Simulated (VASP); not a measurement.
An input for Quantum ESPRESSO's pw.x (written as the equivalent of a VASP run, and not itself run):

```
&CONTROL
  calculation = 'vc-relax'
  pseudo_dir = './pseudo'
  outdir = './out'
  tprnfor = .true.
  tstress = .true.
  nstep = 60
  forc_conv_thr = 0.00039
/
&SYSTEM
  ibrav = 0
  nat = 1
  ntyp = 1
  ecutwfc = 98
  occupations = 'smearing'
  smearing = 'methfessel-paxton'
  degauss = 0.00735
  input_dft = 'vdw-df-ob86'
  nspin = 2
  starting_magnetization(1) = 0.06
/
&ELECTRONS
  conv_thr = 7.3e-08
  electron_maxstep = 100
/
&IONS
/
&CELL
/
ATOMIC_SPECIES
  Ni 58.693 Ni.upf
CELL_PARAMETERS angstrom
    -0.0000000    1.7433493    1.7433493
     1.7433493    0.0000000    1.7433493
     1.7433493    1.7433493   -0.0000000
ATOMIC_POSITIONS crystal
  Ni   0.0000000  0.0000000  0.0000000
K_POINTS automatic
  16 16 16 0 0 0
```

Question: Translate this input to VASP (INCAR, KPOINTS, POSCAR, choice of POTCAR).

Answer: This is not unique; one that fits is 
INCAR:
```
# general
SYSTEM    =  Ni
PREC      =  Accurate
ENCUT     =  520
LREAL     =  F
LASPH     =  T

# electronic loop
EDIFF     =  1E-6
NELM      =  100
ALGO      =  Normal
LMAXMIX   =  4

# smearing
ISMEAR    =  1
SIGMA     =  0.1

# functional
GGA       =  MK
LUSE_VDW  =  T
AGGAC     =  0.0
PARAM1    =  0.1234
PARAM2    =  1.0

# spin
ISPIN     =  2
MAGMOM    =  0.6

# ions
IBRION    =  2
NSW       =  60
ISIF      =  3
EDIFFG    =  -0.01

# output
LWAVE     =  F
LCHARG    =  F
LORBIT    =  10
```

**POSCAR**
```
Ni
1
   -0.0000000000     1.7433493497     1.7433493497
    1.7433493497     0.0000000000     1.7433493497
    1.7433493497     1.7433493497    -0.0000000000
Ni
1
Direct
  0.0000000000   0.0000000000   0.0000000000
```

### KPOINTS
```
kpoints
0
Gamma
 16 16 16
0 0 0
```

POTCAR, in this order: Ni (PBE.64 set). Program: vasp_std.

What does not carry over: the potentials are each code's own (VASP's PAW set, PseudoDojo norm-conserving files in pw.x), so ENCUT and ecutwfc are chosen apart and not converted; conv_thr bounds pw.x's estimated SCF error, while EDIFF bounds the energy change between steps; starting_magnetization is a fraction of the valence charge and MAGMOM a moment in μB, so they match only roughly; forc_conv_thr acts on force components and is met together with etot_conv_thr.

The compound is Ni in the fcc structure. It was relaxed first. The start is the result of an earlier pass.
